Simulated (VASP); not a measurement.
# SiC (Moissanite 3C): GW quasiparticle gap, part 3 of 4

Wanted: how far GW moves the Kohn-Sham levels of SiC (Moissanite 3C). The cell is of the zinc-blende type, one of the forms listed for this formula. The start is a cell from a database of measured crystal structures.

VASP 6.6.1, plane waves and PAW; the level of theory is named at each step.

So far, quasiparticle gap on the mesh (eV): step 3 (G0W0, bands in the sums 24) 1.92; step 5 (G0W0, bands in the sums 32) 1.97; step 7 (G0W0, bands in the sums 40) 2.01; step 9 (G0W0, bands in the sums 56) 2.06.

### 11. G0W0, bands in the sums 72

This step: G0W0 on PBE; plane waves and PAW (Si_GW, C_GW) (VASP 6.6.1).

The sums now run over 72 bands at the same response cutoff.

Contents of INCAR:

```
SYSTEM = SiC
PREC = Accurate
ENCUT = 440
ISMEAR = 0
SIGMA = 0.01
LREAL = .FALSE.
GGA = PE
NBANDS = 72
ALGO = EVGW0
NELMGW = 1
ENCUTGW = 200
NOMEGA = 64
PRECFOCK = Fast
NBANDSGW = 16
LWAVE = .FALSE.
LCHARG = .FALSE.
```

Contents of POSCAR:

```
SiC
1.0
    0.0000000000      2.1790000000      2.1790000000
    2.1790000000      0.0000000000      2.1790000000
    2.1790000000      2.1790000000      0.0000000000
Si C
1 1
Direct
    0.0000000000      0.0000000000      0.0000000000
    0.7500000000      0.7500000000      0.7500000000
```

Contents of KPOINTS:

```
Automatic mesh
0
Gamma
4 4 4
0 0 0
```

PAW data sets: Si_GW and C_GW (PBE family, release 64).

The run is started by

```console
$ mpirun -np 8 vasp_std
```

What it wrote:

```text
[banner, memory and clock lines left out]
running    8 mpi-ranks, on    1 nodes
[...]
[... a notice as in an earlier step ...]

 [... a notice as in an earlier step ...]

 LDA part: xc-table for (Slater+PW92), standard interpolation
 found WAVECAR, reading the header
 POSCAR, INCAR and KPOINTS ok, starting setup
[...]
reading WAVECAR
 the WAVECAR file was read successfully
 initial charge from wavefunction
 available memory per node:     37.33 GB, setting MAXMEM to     38224

 The Fermi energy was updated, please check that it is located mid-gap
 values below the HOMO (VB) or above the LUMO (CB) will cause erroneous energies
 E-fermi :   8.4853

 calculate exact exchange contribution
 the WAVEDER file was read successfully
energies w=
    0.000    0.000    0.589    0.000    1.176    0.000    1.761    0.000
    2.342    0.000    2.918    0.000    3.489    0.000    4.052    0.000
    4.608    0.000    5.157    0.000    5.699    0.000    6.233    0.000
[...]
total number of BLAS operations         41.07 Gflops
NQ=   4    0.2500    0.2500    0.0000,
|.........|.........|.........|.........|.........|.........|.........|.........
 performed        386000 updates of chi_q(r,r)
 total number of BLAS operations         57.73 Gflops
NQ=   5    0.5000    0.2500    0.0000,
|.........|.........|.........|.........|.........|.........|.........|.........
 performed        554000 updates of chi_q(r,r)
 total number of BLAS operations         81.21 Gflops
NQ=   6   -0.2500    0.2500    0.0000,
|.........|.........|.........|.........|.........|.........|.........|.........
 performed        704000 updates of chi_q(r,r)
 total number of BLAS operations        102.76 Gflops
NQ=   7    0.5000    0.5000    0.0000,
|.........|.........|.........|.........|.........|.........|.........|.........
 performed        789000 updates of chi_q(r,r)
 total number of BLAS operations        113.62 Gflops
NQ=   8   -0.2500    0.5000    0.2500,
|.........|.........|.........|.........|.........|.........|.........|.........
 performed        902000 updates of chi_q(r,r)
 total number of BLAS operations        132.39 Gflops
 resolving degeneracies of screened two electron integrals

 calculate QP shifts <psi_nk| G(iteration)W_0 |psi_nk>: iteration 1
 entering main loop
```

The job ended after 8.6 s (8 MPI ranks of AMD EPYC 9R14 (Zen 4), shared host; peak memory 0.99 GiB; 56 s of CPU time).

OUTCAR, selected parts (step 11):

```text
 QP shifts <psi_nk| G(iteration)W_0 |psi_nk>: iteration 1
 for sc-GW calculations column KS-energies equals QP-energies in previous step
 and V_xc(KS)=  KS-energies - (<T + V_ion + V_H > + <T+V_H+V_ion>^1  + <V_x>^1)
 k-point   1 :       0.0000    0.0000    0.0000
  band No.  KS-energies  QP-energies   sigma(KS)   V_xc(KS)     V^pw_x(r,r')   Z            occupation Imag(sigma)
      1      -7.6052      -8.6752     -14.2069     -12.7265     -21.6694       0.7228       2.0000       1.3689
      2       7.8330       7.2594     -15.5385     -14.8099     -17.6306       0.7873       2.0000       0.0452
      3       7.8330       7.2594     -15.5385     -14.8099     -17.6306       0.7873       2.0000       0.0452
      4       7.8330       7.2594     -15.5385     -14.8099     -17.6306       0.7873       2.0000       0.0452
      5      14.0455      14.5536     -12.5143     -13.1703      -7.2241       0.7747       0.0000      -0.1015
      6      15.0840      15.6503     -10.8166     -11.5318      -5.6658       0.7918       0.0000      -0.0956
      7      15.0840      15.6503     -10.8166     -11.5318      -5.6658       0.7918       0.0000      -0.0956
      8      15.0840      15.6503     -10.8166     -11.5318      -5.6658       0.7918       0.0000      -0.0956
    ...

[... 1 part as in an earlier step ...]

[... 2 further parts left out ...]
[key lines of the parts left out:]
E-fermi :   8.4853
```

The gap is now 2.095 eV, +37 meV against the GW run before.

### 12. Empty bands

This step: PBE; plane waves and PAW (Si_GW, C_GW) (VASP 6.6.1).

The empty bands are made again, for the run that follows.

Contents of INCAR:

```
SYSTEM = SiC
PREC = Accurate
ENCUT = 440
ISMEAR = 0
SIGMA = 0.01
LREAL = .FALSE.
GGA = PE
NBANDS = 88
ALGO = Exact
NELM = 1
LWAVE = .TRUE.
LCHARG = .FALSE.
LOPTICS = .TRUE.
NEDOS = 1000
CSHIFT = 0.1
```

POSCAR is that of step 11.

KPOINTS is that of step 11.

The run is started by

```console
$ mpirun -np 8 vasp_std
```

What it wrote:

```text
[banner, memory and clock lines left out]
running    8 mpi-ranks, on    1 nodes
[...]
[... a notice as in an earlier step ...]

 LDA part: xc-table for (Slater+PW92), standard interpolation
 found WAVECAR, reading the header
  number of bands has changed, file:    10 present:    88
  trying to continue reading WAVECAR, but it might fail
 POSCAR, INCAR and KPOINTS ok, starting setup
[...]
reading WAVECAR
 random initialization beyond band           10
 the WAVECAR file was read successfully
 initial charge from wavefunction
 entering main loop
       N       E                     dE             d eps       ncg     rms          rms(c)
[... 1 cycle as in an earlier step ...]
   1 F= -.14917319E+02 E0= -.14917319E+02  d E =-.149966E-23
 writing wavefunctions
 optical routines
 imaginary and real dielectric function
 recalculating local potential from charge density
 direction            1
 direction            2
 direction            3
```

It took 1.8 s on 8 MPI ranks; peak memory 0.71 GiB.

From OUTCAR (step 12):

```text
[... 5 parts as in an earlier step ...]

[... 2 further parts left out ...]
[key lines of the parts left out:]
E-fermi :   7.9013
```

WAVECAR now holds 88 bands for 8 electrons.

### 13. G0W0, bands in the sums 88

This step: G0W0 on PBE; plane waves and PAW (Si_GW, C_GW) (VASP 6.6.1).

The sums now run over 88 bands at the same response cutoff.

Contents of INCAR:

```
SYSTEM = SiC
PREC = Accurate
ENCUT = 440
ISMEAR = 0
SIGMA = 0.01
LREAL = .FALSE.
GGA = PE
NBANDS = 88
ALGO = EVGW0
NELMGW = 1
ENCUTGW = 200
NOMEGA = 64
PRECFOCK = Fast
NBANDSGW = 16
LWAVE = .FALSE.
LCHARG = .FALSE.
```

POSCAR is that of step 12.

KPOINTS is that of step 12.

The run is started by

```console
$ mpirun -np 8 vasp_std
```

What it wrote:

```text
[banner, memory and clock lines left out]
running    8 mpi-ranks, on    1 nodes
[...]
[... a notice as in an earlier step ...]

 [... a notice as in an earlier step ...]

 LDA part: xc-table for (Slater+PW92), standard interpolation
 found WAVECAR, reading the header
 POSCAR, INCAR and KPOINTS ok, starting setup
[...]
reading WAVECAR
 the WAVECAR file was read successfully
 initial charge from wavefunction
 available memory per node:     37.13 GB, setting MAXMEM to     38025

 The Fermi energy was updated, please check that it is located mid-gap
 values below the HOMO (VB) or above the LUMO (CB) will cause erroneous energies
 E-fermi :   8.4853

 calculate exact exchange contribution
 the WAVEDER file was read successfully
energies w=
    0.000    0.000    0.588    0.000    1.174    0.000    1.757    0.000
    2.337    0.000    2.912    0.000    3.480    0.000    4.043    0.000
    4.598    0.000    5.145    0.000    5.686    0.000    6.218    0.000
[...]
total number of BLAS operations         50.40 Gflops
NQ=   4    0.2500    0.2500    0.0000,
|.........|.........|.........|.........|.........|.........|.........|.........
 performed        474000 updates of chi_q(r,r)
 total number of BLAS operations         70.83 Gflops
NQ=   5    0.5000    0.2500    0.0000,
|.........|.........|.........|.........|.........|.........|.........|.........
 performed        680000 updates of chi_q(r,r)
 total number of BLAS operations         99.60 Gflops
NQ=   6   -0.2500    0.2500    0.0000,
|.........|.........|.........|.........|.........|.........|.........|.........
 performed        863000 updates of chi_q(r,r)
 total number of BLAS operations        126.00 Gflops
NQ=   7    0.5000    0.5000    0.0000,
|.........|.........|.........|.........|.........|.........|.........|.........
 performed        967000 updates of chi_q(r,r)
 total number of BLAS operations        139.33 Gflops
NQ=   8   -0.2500    0.5000    0.2500,
|.........|.........|.........|.........|.........|.........|.........|.........
 performed       1105000 updates of chi_q(r,r)
 total number of BLAS operations        162.35 Gflops
 resolving degeneracies of screened two electron integrals

 calculate QP shifts <psi_nk| G(iteration)W_0 |psi_nk>: iteration 1
 entering main loop
```

Wall time 9.6 s (8 MPI ranks); peak memory 1 GiB; 64 s of CPU time.

Parts of OUTCAR (step 13):

```text
 QP shifts <psi_nk| G(iteration)W_0 |psi_nk>: iteration 1
 for sc-GW calculations column KS-energies equals QP-energies in previous step
 and V_xc(KS)=  KS-energies - (<T + V_ion + V_H > + <T+V_H+V_ion>^1  + <V_x>^1)
 k-point   1 :       0.0000    0.0000    0.0000
  band No.  KS-energies  QP-energies   sigma(KS)   V_xc(KS)     V^pw_x(r,r')   Z            occupation Imag(sigma)
      1      -7.6052      -8.7010     -14.2569     -12.7265     -21.6694       0.7160       2.0000       1.3616
      2       7.8330       7.2027     -15.6107     -14.8099     -17.6306       0.7871       2.0000       0.0476
      3       7.8330       7.2027     -15.6107     -14.8099     -17.6306       0.7871       2.0000       0.0476
      4       7.8330       7.2027     -15.6107     -14.8099     -17.6306       0.7871       2.0000       0.0476
      5      14.0455      14.5047     -12.5788     -13.1703      -7.2241       0.7765       0.0000      -0.0990
      6      15.0840      15.6080     -10.8700     -11.5318      -5.6658       0.7918       0.0000      -0.0935
      7      15.0840      15.6080     -10.8700     -11.5318      -5.6658       0.7918       0.0000      -0.0935
      8      15.0840      15.6080     -10.8700     -11.5318      -5.6658       0.7918       0.0000      -0.0935
    ...

[... 1 part as in an earlier step ...]

[... 2 further parts left out ...]
[key lines of the parts left out:]
E-fermi :   8.4853
```

The gap is now 2.118 eV, +23 meV against the GW run before.

### 14. Empty bands

This step: PBE; plane waves and PAW (Si_GW, C_GW) (VASP 6.6.1).

The empty bands are made again, for the run that follows.

Contents of INCAR:

```
SYSTEM = SiC
PREC = Accurate
ENCUT = 440
ISMEAR = 0
SIGMA = 0.01
LREAL = .FALSE.
GGA = PE
NBANDS = 112
ALGO = Exact
NELM = 1
LWAVE = .TRUE.
LCHARG = .FALSE.
LOPTICS = .TRUE.
NEDOS = 1000
CSHIFT = 0.1
```

POSCAR is that of step 13.

KPOINTS is that of step 13.

The run is started by

```console
$ mpirun -np 8 vasp_std
```

What it wrote:

```text
[banner, memory and clock lines left out]
running    8 mpi-ranks, on    1 nodes
[...]
[... a notice as in an earlier step ...]

 LDA part: xc-table for (Slater+PW92), standard interpolation
 found WAVECAR, reading the header
  number of bands has changed, file:    10 present:   112
  trying to continue reading WAVECAR, but it might fail
 POSCAR, INCAR and KPOINTS ok, starting setup
[...]
reading WAVECAR
 random initialization beyond band           10
 the WAVECAR file was read successfully
 initial charge from wavefunction
 entering main loop
       N       E                     dE             d eps       ncg     rms          rms(c)
[... 1 cycle as in an earlier step ...]
   1 F= -.14917319E+02 E0= -.14917319E+02  d E =-.346636E-24
 writing wavefunctions
 optical routines
 imaginary and real dielectric function
 recalculating local potential from charge density
 direction            1
 direction            2
 direction            3
```

It took 1.8 s on 8 MPI ranks; peak memory 0.71 GiB.

Parts of OUTCAR (step 14):

```text
  Total        0.3246102      0.3246102      0.3246102      0.0000000      0.0000000     -0.0000000
  in kB       25.1345486     25.1345486     25.1345486      0.0000000      0.0000000     -0.0000000
  external PRESSURE =      25.1345486 kB  Pullay stress =       0.0000000 kB

[... 4 parts as in an earlier step ...]

[... 2 further parts left out ...]
[key lines of the parts left out:]
E-fermi :   7.9023
```

WAVECAR now holds 112 bands for 8 electrons.

### 15. G0W0, bands in the sums 112

This step: G0W0 on PBE; plane waves and PAW (Si_GW, C_GW) (VASP 6.6.1).

The sums now run over 112 bands at the same response cutoff.

Contents of INCAR:

```
SYSTEM = SiC
PREC = Accurate
ENCUT = 440
ISMEAR = 0
SIGMA = 0.01
LREAL = .FALSE.
GGA = PE
NBANDS = 112
ALGO = EVGW0
NELMGW = 1
ENCUTGW = 200
NOMEGA = 64
PRECFOCK = Fast
NBANDSGW = 16
LWAVE = .FALSE.
LCHARG = .FALSE.
```

POSCAR is that of step 14.

KPOINTS is that of step 14.

The run is started by

```console
$ mpirun -np 8 vasp_std
```

What it wrote:

```text
[banner, memory and clock lines left out]
running    8 mpi-ranks, on    1 nodes
[...]
[... a notice as in an earlier step ...]

 [... a notice as in an earlier step ...]

 LDA part: xc-table for (Slater+PW92), standard interpolation
 found WAVECAR, reading the header
 POSCAR, INCAR and KPOINTS ok, starting setup
[...]
reading WAVECAR
 the WAVECAR file was read successfully
 initial charge from wavefunction
 available memory per node:     35.92 GB, setting MAXMEM to     36781

 The Fermi energy was updated, please check that it is located mid-gap
 values below the HOMO (VB) or above the LUMO (CB) will cause erroneous energies
 E-fermi :   8.4853

 calculate exact exchange contribution
 the WAVEDER file was read successfully
energies w=
    0.000    0.000    0.587    0.000    1.172    0.000    1.755    0.000
    2.333    0.000    2.907    0.000    3.475    0.000    4.037    0.000
    4.591    0.000    5.138    0.000    5.677    0.000    6.209    0.000
[...]
total number of BLAS operations         64.40 Gflops
NQ=   4    0.2500    0.2500    0.0000,
|.........|.........|.........|.........|.........|.........|.........|.........
 performed        606000 updates of chi_q(r,r)
 total number of BLAS operations         90.49 Gflops
NQ=   5    0.5000    0.2500    0.0000,
|.........|.........|.........|.........|.........|.........|.........|.........
 performed        869000 updates of chi_q(r,r)
 total number of BLAS operations        127.17 Gflops
NQ=   6   -0.2500    0.2500    0.0000,
|.........|.........|.........|.........|.........|.........|.........|.........
 performed       1103000 updates of chi_q(r,r)
 total number of BLAS operations        160.85 Gflops
NQ=   7    0.5000    0.5000    0.0000,
|.........|.........|.........|.........|.........|.........|.........|.........
 performed       1237000 updates of chi_q(r,r)
 total number of BLAS operations        177.89 Gflops
NQ=   8   -0.2500    0.5000    0.2500,
|.........|.........|.........|.........|.........|.........|.........|.........
 performed       1414000 updates of chi_q(r,r)
 total number of BLAS operations        207.28 Gflops
 resolving degeneracies of screened two electron integrals

 calculate QP shifts <psi_nk| G(iteration)W_0 |psi_nk>: iteration 1
 entering main loop
```

It took 11 s on 8 MPI ranks; peak memory 1 GiB.

Parts of OUTCAR (step 15):

```text
 QP shifts <psi_nk| G(iteration)W_0 |psi_nk>: iteration 1
 for sc-GW calculations column KS-energies equals QP-energies in previous step
 and V_xc(KS)=  KS-energies - (<T + V_ion + V_H > + <T+V_H+V_ion>^1  + <V_x>^1)
 k-point   1 :       0.0000    0.0000    0.0000
  band No.  KS-energies  QP-energies   sigma(KS)   V_xc(KS)     V^pw_x(r,r')   Z            occupation Imag(sigma)
      1      -7.6052      -8.7380     -14.3064     -12.7265     -21.6694       0.7170       2.0000       1.3589
      2       7.8330       7.1437     -15.6859     -14.8099     -17.6306       0.7868       2.0000       0.0514
      3       7.8330       7.1437     -15.6859     -14.8099     -17.6306       0.7868       2.0000       0.0514
      4       7.8330       7.1437     -15.6859     -14.8099     -17.6306       0.7868       2.0000       0.0514
      5      14.0455      14.4498     -12.6495     -13.1703      -7.2241       0.7763       0.0000      -0.0958
      6      15.0840      15.5653     -10.9233     -11.5318      -5.6658       0.7911       0.0000      -0.0916
      7      15.0840      15.5653     -10.9233     -11.5318      -5.6658       0.7911       0.0000      -0.0916
      8      15.0840      15.5653     -10.9233     -11.5318      -5.6658       0.7911       0.0000      -0.0916
    ...

[... 1 part as in an earlier step ...]

[... 2 further parts left out ...]
[key lines of the parts left out:]
E-fermi :   8.4853
```

The gap is now 2.142 eV, +25 meV against the GW run before.

### 16. Empty bands

This step: PBE; plane waves and PAW (Si_GW, C_GW) (VASP 6.6.1).

The empty bands are made again, for the run that follows.

Contents of INCAR:

```
SYSTEM = SiC
PREC = Accurate
ENCUT = 440
ISMEAR = 0
SIGMA = 0.01
LREAL = .FALSE.
GGA = PE
NBANDS = 136
ALGO = Exact
NELM = 1
LWAVE = .TRUE.
LCHARG = .FALSE.
LOPTICS = .TRUE.
NEDOS = 1000
CSHIFT = 0.1
```

POSCAR is that of step 15.

KPOINTS is that of step 15.

The run is started by

```console
$ mpirun -np 8 vasp_std
```

What it wrote:

```text
[banner, memory and clock lines left out]
running    8 mpi-ranks, on    1 nodes
[...]
[... a notice as in an earlier step ...]

 LDA part: xc-table for (Slater+PW92), standard interpolation
 found WAVECAR, reading the header
  number of bands has changed, file:    10 present:   136
  trying to continue reading WAVECAR, but it might fail
 POSCAR, INCAR and KPOINTS ok, starting setup
[...]
reading WAVECAR
 random initialization beyond band           10
 the WAVECAR file was read successfully
 initial charge from wavefunction
 entering main loop
       N       E                     dE             d eps       ncg     rms          rms(c)
[... 1 cycle as in an earlier step ...]
   1 F= -.14917319E+02 E0= -.14917319E+02  d E =-.503012E-69
 writing wavefunctions
 optical routines
 imaginary and real dielectric function
 recalculating local potential from charge density
 direction            1
 direction            2
 direction            3
```

Run time: 1.8 s. Hardware: 8 MPI ranks; peak memory 0.69 GiB.

(Part 3 of 4 ends here.)

[Lines on the potential files, build, host, timing and source positions are cut from VASP's logs without a mark.]

[Logs are printed without paths, hosts, clocks, repeated set-up lines and the standing remarks that a program may print on its own settings, such as how far it seeks lower states.]

[Hosts, paths, dates, database ids (printed as entryN), source tags and the programs' standing remarks are cut or masked in the printed files.]

[Pressures printed for these runs are not shown converged in the cutoff: they can be off by several GPa and have the wrong sign.]
